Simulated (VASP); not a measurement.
Given:

```xyz
4
Lattice="2.2553 -3.9063 0.0000 2.2553 3.9063 0.0000 0.0000 0.0000 7.3327" Properties=species:S:1:pos:R:3 pbc="T T T"
Mg     2.2553    -1.3021     3.6642
Mg     2.2553     1.3021     7.3306
Te     2.2553    -1.3021     6.4256
Te     2.2553     1.3021     2.7592
```

Method: LDA (Ceperley-Alder, Perdew-Zunger), VASP's LDA PAW potentials (set 64) (plane waves; VASP 6.6.1). Run with 400 eV cut-off, 7×7×4 Γ-centred mesh, Gaussian smearing of 0.010 eV, potentials Mg Te.

Problem. Predict the energy per atom (σ→0).

Solution. 
```
Item                           Result
---------------------  --------------
energy per atom (σ→0)  -3.655 eV/atom
```

The compound is MgTe in the wurtzite structure. It was relaxed first.
